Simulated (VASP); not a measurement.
# Mn2ZnP2 (P-3m1) in VASP: single point with PBE

Aim: the single point of Mn2ZnP2 with PBE.

Program: VASP 6.6.1. These are calculated values, not measurements. Logs are shortened: lines on timing, memory, paths and dates and some standing lists are left out, and cuts for length are marked.

## (1) The structure

The structure is trigonal, space group P-3m1 (No. 164). The conventional cell has a = 3.941 Å, b = 3.941 Å, c = 6.318 Å, α = 90.00°, β = 90.00°, γ = 120.00°. Around Mn (site symmetry 3m) lie 4 P at 2.43 to 2.52 Å. P (site symmetry 3m) has 4 Mn at 2.43 to 2.52 Å and 3 Zn at 2.71 Å as nearest neighbours. Zn (site symmetry -3m) is surrounded by 6 P at 2.71 Å.

The cell was built by a generator and needn't be a form met in nature.

## (2) Single point, PBE

Input file INCAR:

```
PREC = Accurate
ENCUT = 520
EDIFF = 1E-6
ISMEAR = -1
SIGMA = 0.1
LREAL = F
LASPH = T
NELM = 100
ALGO = Fast
ISIF = 2
LWAVE = F
LCHARG = F
GGA = PE
NBANDS = 32
```

Input file KPOINTS:

```
regular mesh
0
Gamma
  10 10 6
```

Input file POSCAR:

```
Mn2ZnP2
1.0
    3.9407250000      0.0000000000      0.0000000000
   -1.9703630000      3.4127700000      0.0000000000
    0.0000000000      0.0000000000      6.3182350000
Mn P Zn
2 2 1
Direct
    0.3333000000      0.6667000000      0.3694400000
    0.6667000000      0.3333000000      0.6305600000
    0.3333000000      0.6667000000      0.7679300000
    0.6667000000      0.3333000000      0.2320700000
    0.0000000000      0.0000000000      0.0000000000
```

Potentials or basis: VASP PAW PBE potentials, release 64 (Mn_pv, P, Zn).

Command:

```
> cat potpaw_PBE.64/Mn_pv/POTCAR potpaw_PBE.64/P/POTCAR potpaw_PBE.64/Zn/POTCAR > POTCAR
> mpirun -np 1 vasp_std > vasp.out
```

OUTCAR:

```text
PREC = Accurate
   ENCUT = 520
   EDIFF = 1E-6
   ISMEAR = -1
   LREAL = F
   LASPH = T
   NELM = 100
   ISIF = 2
   GGA = PE

 ion  position               nearest neighbor table
   1  0.333  0.667  0.369-   4 2.43   4 2.43   4 2.44   3 2.52   2 2.81   2 2.81   2 2.81
   2  0.667  0.333  0.631-   3 2.43   3 2.43   3 2.44   4 2.52   1 2.81   1 2.81   1 2.81
   3  0.333  0.667  0.768-   2 2.43   2 2.43   2 2.44   1 2.52   5 2.71   5 2.71   5 2.71
   4  0.667  0.333  0.232-   1 2.43   1 2.43   1 2.44   2 2.52   5 2.71   5 2.71   5 2.71
   5  0.000  0.000  0.000-   3 2.71   4 2.71   4 2.71   3 2.71   4 2.71   3 2.71

  LATTYP: Found a hexagonal cell.
 ALAT       =     3.9407250000
 C/A-ratio  =     1.6033179174

  Lattice vectors:

 A1 = (   3.9407250000,   0.0000000000,   0.0000000000)
 A2 = (  -1.9703630000,   3.4127700000,   0.0000000000)
 A3 = (   0.0000000000,   0.0000000000,   6.3182350000)

Analysis of symmetry for initial positions (statically):
=====================================================================
 Subroutine PRICEL returns:
 Original cell was already a primitive cell.

 Routine SETGRP: Setting up the symmetry group for a
 hexagonal supercell.

 Subroutine GETGRP returns: Found  4 space group operations
 (whereof  4 operations were pure point group operations)
 out of a pool of 24 trial point group operations.

The static configuration has the point symmetry C_2h.

Analysis of symmetry for dynamics (positions and initial velocities):
=====================================================================
 Subroutine PRICEL returns:
 Original cell was already a primitive cell.

 Routine SETGRP: Setting up the symmetry group for a
 hexagonal supercell.

 Subroutine GETGRP returns: Found  4 space group operations
 (whereof  4 operations were pure point group operations)
 out of a pool of 24 trial point group operations.

The dynamic configuration has the point symmetry C_2h.

 Subroutine INISYM returns: Found  4 space group operations
 (whereof  4 operations are pure point group operations),
 and found     1 'primitive' translations

----------------------------------------------------------------------------------------

                                     Primitive cell

  volume of cell :      84.9726

  direct lattice vectors                    reciprocal lattice vectors
     3.940725000  0.000000000  0.000000000     0.253760412  0.146508592  0.000000000
    -1.970363000  3.412770000  0.000000000     0.000000000  0.293017109  0.000000000
     0.000000000  0.000000000  6.318235000     0.000000000  0.000000000  0.158272049

  length of vectors
     3.940725000  3.940727017  6.318235000     0.293017259  0.293017109  0.158272049

  position of ions in fractional coordinates (direct lattice)
     0.333300000  0.666700000  0.369440000
     0.666700000  0.333300000  0.630560000
     0.333300000  0.666700000  0.767930000
     0.666700000  0.333300000  0.232070000
     0.000000000  0.000000000  0.000000000

  ion indices of the primitive-cell ions
   primitive index   ion index
                 1           1
                 2           2
                 3           3
                 4           4
                 5           5

----------------------------------------------------------------------------------------

 KPOINTS: regular mesh

Automatic generation of k-mesh.
 Grid dimensions read from file:
 generate k-points for:   10   10    6

 Generating k-lattice:

  Cartesian coordinates                     Fractional coordinates (reciprocal lattice)
     0.025376041  0.014650859  0.000000000     0.100000000  0.000000000  0.000000000
     0.000000000  0.029301711  0.000000000     0.000000000  0.100000000  0.000000000
     0.000000000  0.000000000  0.026378675     0.000000000  0.000000000  0.166666667

  Length of vectors
     0.029301726  0.029301711  0.026378675

  Shift w.r.t. Gamma in fractional coordinates (k-lattice)
     0.000000000  0.000000000  0.000000000

 Subroutine IBZKPT returns following result:
 ===========================================

 Found    172 irreducible k-points:

 Following reciprocal coordinates:
            Coordinates               Weight
  0.000000  0.000000  0.000000      1.000000
  0.100000  0.000000  0.000000      4.000000
 -0.100000  0.100000  0.000000      2.000000
  0.200000  0.000000  0.000000      4.000000
 -0.200000  0.200000  0.000000      2.000000
  0.300000  0.000000  0.000000      4.000000
[... 16 lines left out ...]
  0.200000  0.200000  0.000000      2.000000
 -0.200000  0.400000  0.000000      4.000000
 [... further k-points ...]
   k-points           NKPTS =    172   k-points in BZ     NKDIM =    172   number of bands    NBANDS=     32
   number of dos      NEDOS =    301   number of ions     NIONS =      5
   total plane-waves  NPLWV =  43200
   dimension x,y,z NGX =    30 NGY =   30 NGZ =   48
   dimension x,y,z NGXF=    60 NGYF=   60 NGZF=   96
   ions per type =               2   2   1
   NGX,Y,Z   is equivalent  to a cutoff of  12.66, 12.66, 12.63 a.u.
   NGXF,Y,Z  is equivalent  to a cutoff of  25.31, 25.31, 25.26 a.u.
 SYSTEM =  unknown system
   PREC   = accura    normal or accurate (medium, high low for compatibility)
   ISTART =      0    job   : 0-new  1-cont  2-samecut
   ICHARG =      2    charge: 1-file 2-atom 10-const
   ISPIN  =      1    spin polarized calculation?
   LNONCOLLINEAR =      F non collinear calculations
   LSORBIT =      F    spin-orbit coupling
   LASPH  =      T    aspherical Exc in radial PAW
   ENCUT  =  520.0 eV  38.22 Ry    6.18 a.u.   7.33  7.33 11.75*2*pi/ulx,y,z
   NELM   =    100;   NELMIN=  2; NELMDL= -5     # of ELM steps
   EDIFF  = 0.1E-05   stopping-criterion for ELM
   LREAL  =      F    real-space projection
   EDIFFG = 0.1E-04   stopping-criterion for IOM
   NSW    =      0    number of steps for IOM
   IBRION =     -1    ionic relax: 0-MD 1-quasi-New 2-CG
   NFREE  =      0    steps in history (QN), initial steepest desc. (CG)
   ISIF   =      2    stress and relaxation
   ISYM   =      2    0-nonsym 1-usesym 2-fastsym
   POTIM  = 0.5000    time-step for ionic-motion
   TEBEG  =    0.0;   TEEND  =   0.0 temperature during run
   PSTRESS=    0.0 pullay stress
   NELECT =      48.0000    total number of electrons
   NUPDOWN=      -1.0000    fix difference up-down
   EMIN   =  10.00;   EMAX   =-10.00  energy-range for DOS
   EFERMI =   0.00;   METHOD = LEGACY
   ISMEAR =    -1;   SIGMA  =   0.10  broadening in eV -4-tet -1-fermi 0-gaus
   EFERMI_NEDOS =   21; number of points for ismear=-14 and -15
   IALGO  =     68    algorithm
   IMIX   =      4    mixing-type and parameters
     AMIX     =   0.40;   BMIX     =  1.00
     AMIX_MAG =   1.60;   BMIX_MAG =  1.00
  volume/ion in A,a.u.               =      16.99       114.68
  Fermi-wavevector in a.u.,A,eV,Ry     =   1.353305  2.557375 24.918168  1.831434
  Thomas-Fermi vector in A             =   2.480571
   LORBIT       =      0    0 simple, 1 ext, 2 COOP (PROOUT), +10 PAW based schemes
   GGA     = PE    functional components
   LHFCALC =     F    Hartree Fock is set to
   AEXX    =    0.0000 exact exchange contribution
   IVDW    =     0    specifies the selected vdW correction
   LEPSILON=     F    determine dielectric tensor
   LRPA    =     F    only Hartree local field effects (RPA)
 non-spin polarized calculation
 RMM-DIIS sequential band-by-band and
  energy-cutoff  :      520.00
  volume of cell :       84.97
 maximum number of plane-waves:      2321
 NGX is ok and might be reduce to    30
   NGX = 15   NGY = 15   NGZ = 23

 number of electron      47.9999972 magnetization

 Free energy of the ion-electron system (eV)
  ---------------------------------------------------
  ext. energy  EPLUGINS =         0.00000000
  ---------------------------------------------------
  free energy    TOTEN  =       -28.92023522 eV

  energy without entropy =      -28.65969720  energy(sigma->0) =      -28.78996621

 E-fermi :   5.5451     XC(G=0): -10.8787

 val. band max:        5.5385643700   @ k =   0.2000   0.0000   0.3333
 cond. band min:       5.5455626717   @ k =  -0.1000   0.1000   0.5000
 fundamental gap:      0.0069983016
 Fermi energy:         5.5451361819

 k-point     1 :       0.0000    0.0000    0.0000
  band No.  band energies     occupation
      1     -42.3055      2.00000
      2     -42.3054      2.00000
      3     -42.2607      2.00000
      4     -42.2607      2.00000
      5     -42.2024      2.00000
      6     -42.1562      2.00000
[... 24 lines left out ...]
     31       9.2272      0.00000
     32      10.8967      0.00000

 k-point     2 :       0.1000    0.0000    0.0000
  band No.  band energies     occupation
      1     -42.3061      2.00000
      2     -42.3056      2.00000
      3     -42.2631      2.00000
      4     -42.2603      2.00000
      5     -42.2000      2.00000
      6     -42.1565      2.00000
[... 24 lines left out ...]
     31       9.5583      0.00000
     32      10.4307      0.00000

 k-point     3 :      -0.1000    0.1000    0.0000
  band No.  band energies     occupation
      1     -42.3061      2.00000
      2     -42.3056      2.00000
      3     -42.2631      2.00000
      4     -42.2603      2.00000
      5     -42.2000      2.00000
      6     -42.1565      2.00000
[... 24 lines left out ...]
     31       9.5583      0.00000
     32      10.4312      0.00000

 k-point     4 :       0.2000    0.0000    0.0000
  band No.  band energies     occupation
      1     -42.3076      2.00000
      2     -42.3059      2.00000
      3     -42.2690      2.00000
      4     -42.2591      2.00000
      5     -42.1940      2.00000
      6     -42.1577      2.00000
[... 24 lines left out ...]
     31       9.4991      0.00000
     32      10.4268      0.00000

 k-point     5 :      -0.2000    0.2000    0.0000
  band No.  band energies     occupation
      1     -42.3077      2.00000
      2     -42.3059      2.00000
      3     -42.2690      2.00000
      4     -42.2591      2.00000
      5     -42.1940      2.00000
      6     -42.1577      2.00000
[... 584 lines left out ...]
     31      10.0089      0.00000
     32      10.2168      0.00000

 k-point    22 :       0.5000    0.4000    0.0000
  band No.  band energies     occupation
      1     -42.3124      2.00000
      2     -42.3040      2.00000
      3     -42.2839      2.00000
      4     -42.2562      2.00000
      5     -42.1774      2.00000
      6     -42.1644      2.00000
[... 24 lines left out ...]
     31      10.0089      0.00000
     32      10.2166      0.00000

 k-point    23 :       0.2000    0.2000    0.0000
  band No.  band energies     occupation
      1     -42.3116      2.00000
      2     -42.3040      2.00000
      3     -42.2797      2.00000
      4     -42.2568      2.00000
      5     -42.1834      2.00000
      6     -42.1612      2.00000
[... 24 lines left out ...]
     31      10.6359      0.00000
     32      10.6537      0.00000

 k-point    24 :      -0.2000    0.4000    0.0000
  band No.  band energies     occupation
      1     -42.3117      2.00000
      2     -42.3039      2.00000
      3     -42.2797      2.00000
      4     -42.2568      2.00000
      5     -42.1834      2.00000
      6     -42.1612      2.00000
[... 24 lines left out ...]
     31      10.6383      0.00000
     32      10.6445      0.00000

 [... further k-points ...]

------------------------ aborting loop because EDIFF is reached ----------------------------------------

  FORCE on cell =-STRESS in cart. coord.  units (eV):
  Direction    XX          YY          ZZ          XY          YZ          ZX
  --------------------------------------------------------------------------------------
  -------------------------------------------------------------------------------------
  Total      -10.0842148    -10.0823514    -11.8997956      0.0016257     -0.0007598      0.0013158
  in kB     -190.1401131   -190.1049767   -224.3732917      0.0306537     -0.0143254      0.0248100
  external PRESSURE =    -201.5394605 kB  Pullay stress =       0.0000000 kB

 VOLUME and BASIS-vectors are now :
 -----------------------------------------------------------------------------
  energy-cutoff  :      520.00
  volume of cell :       84.97
      direct lattice vectors                 reciprocal lattice vectors
     3.940725000  0.000000000  0.000000000     0.253760412  0.146508592  0.000000000
    -1.970363000  3.412770000  0.000000000     0.000000000  0.293017109  0.000000000
     0.000000000  0.000000000  6.318235000     0.000000000  0.000000000  0.158272049

 POSITION                                       TOTAL-FORCE (eV/Angst)
 -----------------------------------------------------------------------------------
     -0.00020      2.27529      2.33421         0.002034     -0.001175      0.514568
      1.97056      1.13748      3.98403        -0.002034      0.001175     -0.514568
     -0.00020      2.27529      4.85196         0.001545     -0.000892     -2.572293
      1.97056      1.13748      1.46627        -0.001545      0.000892      2.572293
      0.00000      0.00000      0.00000         0.000000     -0.000000      0.000000
 -----------------------------------------------------------------------------------
    total drift:                                0.000000      0.000000      0.000000

  FREE ENERGIE OF THE ION-ELECTRON SYSTEM (eV)
  ---------------------------------------------------
  free  energy   TOTEN  =       -28.9202352213 eV

  energy  without entropy=      -28.6596972018  energy(sigma->0) =      -28.78996621
```

Run time: 5.9 min. Hardware: 1 thread of Intel Xeon 6975P-C (Granite Rapids), shared host; peak memory 0.52 GiB.

What came out:

```yaml
Free_energy: -28.9202 eV
Pressure: -20.2 GPa
Largest_force: 2.572 eV/Å
Band_gap_on_the_k_mesh: none (metal or under the smearing width)
```

Forces in eV/Å, atoms in the order of the input:
```
Mn   0.002 -0.001  0.515
Mn  -0.002  0.001 -0.515
P    0.002 -0.001 -2.572
P   -0.002  0.001  2.572
Zn   0.000  0.000  0.000
```

Stress tensor (GPa, compression positive):
```
-19.01   0.00   0.00
  0.00 -19.01   0.00
  0.00   0.00 -22.44
```

Caveat: so large a pressure means that the cell lies far from this level's equilibrium, or that cutoff or potentials fall short; forces of over 1 eV/Å show positions far from the minimum, so gaps and moduli don't describe the material at rest.
